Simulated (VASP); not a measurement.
```
PbTe
1.0
    0.00000     3.29460     3.29460
    3.29460     0.00000     3.29460
    3.29460     3.29460     0.00000
Te Pb
1 1
Direct
  0.50000   0.50000   0.50000
  0.00000   0.00000   0.00000
```

The numbers are results of PBE GGA, VASP's PBE PAW potentials (set 64) (plane waves; VASP 6.6.1), not measurements. Numerical set-up: 200 eV cut-off, 6×6×6 Γ-centred mesh, Gaussian smearing of 0.050 eV, potentials Te Pb_d.

At this cut-off the stress carries a Pulay error, which pulls relaxed volumes low. Unless said otherwise, spin-orbit coupling is left out, though it shifts the bands of the heavy elements here.

Question: What does the run give for the energy per atom (σ→0), pressure, band gap (on the k-mesh) with the smallest direct gap where there is one?

Answer: 
```yaml
band gap (on the k-mesh): 0.86 eV
smallest direct gap (on the k-mesh): 0.86 eV
energy per atom (σ→0): -3.699 eV/atom
pressure: -10.09 GPa
```

The compound is PbTe in the rock salt structure. The cell was not relaxed at this level. The run is one of a series of settings (ENCUT = 200 against the base run), some of them coarse on purpose.
